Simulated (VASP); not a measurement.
Here is a VASP 6.6.1 calculation.

INCAR

```
PREC = Accurate ; ENCUT = 450
EDIFF = 1E-6 ; ISMEAR = 0
SIGMA = 0.02 ; LREAL = False
LASPH = True ; NELM = 100
ALGO = Normal ; ISIF = 2
LWAVE = False ; LCHARG = False
GGA = PE
```

Contents of KPOINTS:

```
regular mesh
0
Gamma
  3 3 3
```

The input POSCAR:

```
Ge3Pd
1.0
    4.1420230000      0.0000000000      0.0000000000
    0.0000000000      4.1420230000      0.0000000000
    0.0000000000      0.0000000000      4.1420230000
Pd Ge
1 3
Direct
    0.0000000000      0.0000000000      0.0000000000
    0.5000000000      0.5000000000      0.0000000000
    0.5000000000      0.0000000000      0.5000000000
    0.0000000000      0.5000000000      0.5000000000
```

Potentials or basis: VASP PAW PBE potentials, release 64 (Pd_GW, Ge_d_GW).

Launch:

```bash
$ cat potpaw_PBE.64/Pd_GW/POTCAR potpaw_PBE.64/Ge_d_GW/POTCAR > POTCAR
$ mpirun -np 1 vasp_std > vasp.out
```

(1) Estimate the pressure.

(2) What does it give for the band gap on the k mesh?

Results:

(1) 0.8 GPa.

(2) none (metal or under the smearing width).

Caveat: the k mesh is coarse (spacing up to 0.51 Å⁻¹), so the values aren't converged; the cutoff is under 1.25 times the usual one of these potentials, so pressure, stress and relaxed cells hold a basis-set (Pulay) error.
